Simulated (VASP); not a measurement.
Output of a VASP run:

File OSZICAR:
```
       N       E                     dE             d eps       ncg     rms          rms(c)
DAV:   1     0.121928770031E+03    0.12193E+03   -0.84297E+03  2496   0.158E+03
DAV:   2    -0.103958146371E+02   -0.13232E+03   -0.12600E+03  2588   0.382E+02
DAV:   3    -0.201910420257E+02   -0.97952E+01   -0.94496E+01  3224   0.982E+01
DAV:   4    -0.206916303179E+02   -0.50059E+00   -0.49964E+00  3332   0.212E+01
DAV:   5    -0.207081970699E+02   -0.16567E-01   -0.16566E-01  3264   0.347E+00    0.184E+01
DAV:   6    -0.158319866598E+02    0.48762E+01   -0.33330E+01  2988   0.704E+01    0.750E+00
DAV:   7    -0.151089181770E+02    0.72307E+00   -0.53820E+00  3132   0.295E+01    0.483E+00
DAV:   8    -0.150719221501E+02    0.36996E-01   -0.13346E-01  2660   0.467E+00    0.326E+00
DAV:   9    -0.150632035444E+02    0.87186E-02   -0.20484E-01  2864   0.584E+00    0.822E-01
DAV:  10    -0.150599659345E+02    0.32376E-02   -0.17351E-02  3564   0.183E+00    0.624E-01
DAV:  11    -0.150579389826E+02    0.20270E-02   -0.82891E-03  2736   0.143E+00    0.132E-01
DAV:  12    -0.150579383116E+02    0.67092E-06   -0.38934E-04  2884   0.253E-01    0.412E-02
DAV:  13    -0.150579250977E+02    0.13214E-04   -0.21463E-05  3040   0.474E-02    0.145E-02
DAV:  14    -0.150579220965E+02    0.30011E-05   -0.35259E-06  3236   0.235E-02    0.248E-03
DAV:  15    -0.150579219776E+02    0.11899E-06   -0.82522E-08  1608   0.401E-03    0.993E-04
DAV:  16    -0.150579219825E+02   -0.49620E-08   -0.82085E-08  1604   0.200E-03
   1 F= -.15057922E+02 E0= -.15057965E+02  d E =0.130283E-03
```

**OUTCAR**
```
------------------------ aborting loop because EDIFF is reached ----------------------------------------
  FORCE on cell =-STRESS in cart. coord.  units (eV):
  Direction    XX          YY          ZZ          XY          YZ          ZX
  --------------------------------------------------------------------------------------
  Total       -0.9283983     -0.9283983     -0.9283983      0.0000000      0.0000000     -0.0000000
  in kB      -71.6909981    -71.6909981    -71.6909981      0.0000000      0.0000000     -0.0000000
  external PRESSURE =     -71.6909981 kB  Pullay stress =       0.0000000 kB
  volume of cell :       20.75
      direct lattice vectors                 reciprocal lattice vectors
     0.000000000  2.180972073  2.180972073    -0.229255572  0.229255572  0.229255572
     2.180972073  0.000000000  2.180972073     0.229255572 -0.229255572  0.229255572
     2.180972073  2.180972073  0.000000000     0.229255572  0.229255572 -0.229255572
 POSITION                                       TOTAL-FORCE (eV/Angst)
 -----------------------------------------------------------------------------------
      0.00000      0.00000      0.00000        -0.000000     -0.000000     -0.000000
      2.18097      2.18097      2.18097         0.000000      0.000000      0.000000
 -----------------------------------------------------------------------------------
    total drift:                                0.000000     -0.000000     -0.000000
  FREE ENERGIE OF THE ION-ELECTRON SYSTEM (eV)
  ---------------------------------------------------
  free  energy   TOTEN  =       -15.0579219825 eV

  energy  without entropy=      -15.0580522654  energy(sigma->0) =      -15.05796541
```
(Selected blocks of OUTCAR.)

POSCAR:
```
TiC
1
    0.0000000000     2.1809720732     2.1809720732
    2.1809720732     0.0000000000     2.1809720732
    2.1809720732     2.1809720732     0.0000000000
Ti C
1 1
Direct
  0.0000000000   0.0000000000   0.0000000000
  0.5000000000   0.5000000000   0.5000000000
```

Question: Write an INCAR and KPOINTS that could have produced this output.

Answer: One answer among several that fit: the input of the run itself, optB86b-vdW, plane waves, VASP's PBE PAW potentials (set 64).

**KPOINTS**
```
Automatic mesh
0
Gamma
14 14 14
0 0 0
```

### INCAR
```
SYSTEM = TiC
PREC = Accurate
ENCUT = 520
EDIFF = 1E-7
NELM = 100
ALGO = Normal
LREAL = .FALSE.
LASPH = .TRUE.
ISMEAR = 1
SIGMA = 0.1
GGA = MK
PARAM1 = 0.1234
PARAM2 = 1.0
LUSE_VDW = .TRUE.
AGGAC = 0.0
LMAXMIX = 4
LWAVE = .FALSE.
LCHARG = .FALSE.
ISIF = 2
```

POTCAR, in this order: Ti_sv C (PBE.64 set). Program: vasp_std.

The compound is TiC in the rock salt structure. This cell is one point of a volume scan, at 1.03 of the reference volume.
